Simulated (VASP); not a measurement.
Highest phonon frequency on the path of Ag (fcc) against the volume, from finite displacements in a 4×4×4 supercell. Method: LDA (Ceperley-Alder, Perdew-Zunger), VASP's LDA PAW potentials (set 64) (plane waves; VASP).  Fit ln ω as a straight line in ln V.

```
V (Å³/atom)  ln(ω/cm⁻¹)
-----------  ----------
15.981           5.2544
16.3             5.2004
16.62            5.1455
16.939           5.0888
```

Question: Fit the rows as the text says and predict the value at 15.661.

Answer: The slope is -2.84, a Grüneisen parameter of 2.84 for this mode. The line misses the rows by up to 0.0014 and gives 5.3130 at 15.661. The run gave 5.3076, -0.0054 from the line.

Runs of the series that failed, ran out of time, didn't relax or are held back are left out.

The compound is Ag in the fcc structure.
